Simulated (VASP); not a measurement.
Runs of VASP 6.6.1 on Co. The cell holds a slab with vacuum, 6 atoms: a = 2.471 Å, b = 2.471 Å, c = 25.110 Å, α = 90.00°, β = 90.00°, γ = 120.00°. The slab is cut from a database's or a generator's crystal, which needn't be the stable form of the element.

```tsv
task	level	spin	U	cell	k mesh	smearing	gap on the mesh (eV)	moment (μB)	largest force (eV/Å)
single point	r2SCAN+U	collinear, antiferromagnetic start	Co d U = 2 eV	as given	9 × 9 × 1	fermi-dirac 0.05 eV	none	0.10	1.01
single point	PBE	collinear, ferromagnetic start	-	the (0 0 1) slab of Co, cut from the database cell, not relaxed	12 × 12 × 1	fermi-dirac 0.05 eV	none	(b)	(a)
work function	PBE	collinear, ferromagnetic start	-	the (0 0 1) slab of Co, cut from the database cell, not relaxed	12 × 12 × 1	gaussian 0.05 eV	none	10.06	0.51
single point	r2SCAN	collinear, antiferromagnetic start	-	as given	9 × 9 × 1	fermi-dirac 0.05 eV	none	0.06	0.63
```

Alike in all rows: potentials or basis VASP PAW PBE potentials, release 64 (Co); cutoff (eV) 520.

Problem. Fill in the values left out.

Solution. (a) 0.50; (b) 9.98.

Caveats: the PAW data sets were made with another functional, which shifts forces and pressure a little (some runs); the U is typed as a test and isn't derived for this compound (some runs).

A k mesh can miss the band edges.

A gap of «none» marks a metal or a gap under the smearing width.

Not every run made on this cell is shown here.
